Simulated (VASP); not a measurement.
All values below come from PBE GGA with D3 dispersion (zero damping), VASP's PBE PAW potentials (set 64) (plane waves; VASP).

VASP input:

**INCAR**
```
! general
SYSTEM  = CsPbCl3
PREC    = Accurate
ENCUT   = 520
LREAL   = F   ! projection in real space or not
LASPH   = T

! electronic loop
EDIFF   = 1E-7
NELM    = 100   ! most electronic steps
ALGO    = Normal
LMAXMIX = 4

! smearing
ISMEAR  = -5   ! tetrahedra, Bloechl

! functional
GGA     = PE   ! PBE
IVDW    = 11   ! D3, zero damping

! ions
ISIF    = 2   ! forces and stress, cell fixed

! output
LWAVE   = F
LCHARG  = T
LORBIT  = 11   ! lm-projected
NEDOS   = 601   ! DOS grid

! other
LEFG    = T
```

File KPOINTS:
```
kpoints
0
G
 5 5 5
0 0 0
```

### POSCAR
```
CsPbCl3
1
    5.6832187804     0.0000000000     0.0000000000
   -0.0000000000     5.6832187804     0.0000000000
   -0.0000000000    -0.0000000000     5.6832187804
Cs Pb Cl
1 1 3
Direct
  0.0000000000   0.0000000000   0.0000000000
  0.5000000000   0.5000000000   0.5000000000
  0.5000000000   0.0000000000   0.5000000000
  0.0000000000   0.5000000000   0.5000000000
  0.5000000000   0.5000000000   0.0000000000
```

POTCAR, in this order: Cs_sv Pb_d Cl (PBE.64 set). Program: vasp_std.

The resulting files:

**OSZICAR**
```
       N       E                     dE             d eps       ncg     rms          rms(c)
DAV:   1     0.418910673738E+03    0.41891E+03   -0.19331E+04   520   0.152E+03
DAV:   2     0.330899924359E+02   -0.38582E+03   -0.37791E+03   650   0.343E+02
DAV:   3    -0.162004957814E+02   -0.49290E+02   -0.49086E+02   580   0.134E+02
DAV:   4    -0.184148884977E+02   -0.22144E+01   -0.22094E+01   702   0.366E+01
DAV:   5    -0.184799453139E+02   -0.65057E-01   -0.64974E-01   694   0.501E+00    0.510E+00
DAV:   6    -0.175906916577E+02    0.88925E+00   -0.19245E+00   740   0.156E+01    0.339E+00
DAV:   7    -0.175481555193E+02    0.42536E-01   -0.71418E-01   742   0.514E+00    0.187E+00
DAV:   8    -0.175628664973E+02   -0.14711E-01   -0.93508E-02   762   0.262E+00    0.284E-01
DAV:   9    -0.175608053517E+02    0.20611E-02   -0.25202E-02   774   0.125E+00    0.138E-01
DAV:  10    -0.175613717960E+02   -0.56644E-03   -0.24558E-03   670   0.339E-01    0.419E-02
DAV:  11    -0.175614552621E+02   -0.83466E-04   -0.19074E-04   702   0.113E-01    0.119E-02
DAV:  12    -0.175614596759E+02   -0.44138E-05   -0.28637E-05   726   0.619E-02    0.770E-03
DAV:  13    -0.175614587915E+02    0.88439E-06   -0.38200E-06   726   0.107E-02    0.202E-03
DAV:  14    -0.175614589544E+02   -0.16285E-06   -0.84070E-07   638   0.840E-03    0.104E-03
DAV:  15    -0.175614588751E+02    0.79302E-07   -0.35028E-08   452   0.247E-03
   1 F= -.18576540E+02 E0= -.18576540E+02  d E =0.000000E+00
```

### OUTCAR
```
------------------------ aborting loop because EDIFF is reached ----------------------------------------
 Edisp (eV)   -1.01508
  FORCE on cell =-STRESS in cart. coord.  units (eV):
  Direction    XX          YY          ZZ          XY          YZ          ZX
  --------------------------------------------------------------------------------------
  Total      -0.05413    -0.05413    -0.05413     0.00000     0.00000     0.00000
  in kB      -0.47248    -0.47248    -0.47248     0.00000     0.00000     0.00000
  external pressure =       -0.47 kB  Pullay stress =        0.00 kB
  volume of cell :      183.56
      direct lattice vectors                 reciprocal lattice vectors
     5.683218780  0.000000000  0.000000000     0.175956626  0.000000000  0.000000000
     0.000000000  5.683218780  0.000000000     0.000000000  0.175956626  0.000000000
     0.000000000  0.000000000  5.683218780     0.000000000  0.000000000  0.175956626
 POSITION                                       TOTAL-FORCE (eV/Angst)
 -----------------------------------------------------------------------------------
      0.00000      0.00000      0.00000         0.000000      0.000000      0.000000
      2.84161      2.84161      2.84161         0.000000      0.000000      0.000000
      2.84161      0.00000      2.84161         0.000000      0.000000      0.000000
      0.00000      2.84161      2.84161         0.000000      0.000000      0.000000
      2.84161      2.84161      0.00000         0.000000      0.000000      0.000000
 -----------------------------------------------------------------------------------
    total drift:                                0.000000     -0.000000     -0.000000
  FREE ENERGIE OF THE ION-ELECTRON SYSTEM (eV)
  ---------------------------------------------------
  free  energy   TOTEN  =       -18.5765400142 eV

  energy  without entropy=      -18.5765400142  energy(sigma->0) =      -18.57654001

 total charge

# of ion       s       p       d       tot
------------------------------------------
    1        1.829   4.713   0.010   6.553
    2        1.516   0.421   9.856  11.794
    3        1.599   3.526   0.000   5.125
    4        1.599   3.526   0.000   5.125
    5        1.599   3.526   0.000   5.125
--------------------------------------------------
tot          8.144  15.713   9.866  33.723

 Electric field gradients after diagonalization (V/A^2)
 (convention: |V_zz| > |V_xx| > |V_yy|)
----------------------------------------------------------------------
 ion       V_xx      V_yy      V_zz     asymmetry (V_yy - V_xx)/ V_zz
----------------------------------------------------------------------
   1       0.000     0.000     0.000      -0.670
   2      -0.000    -0.000    -0.000      -0.094
   3     -44.141   -44.141    88.281       0.000
   4     -44.141   -44.141    88.281       0.000
   5     -44.141   -44.141    88.281       0.000
```
(Selected blocks of OUTCAR.)

The compound is CsPbCl3 in the cubic perovskite structure, the ideal cubic form; the compound distorts at low or room temperature. It was relaxed first.
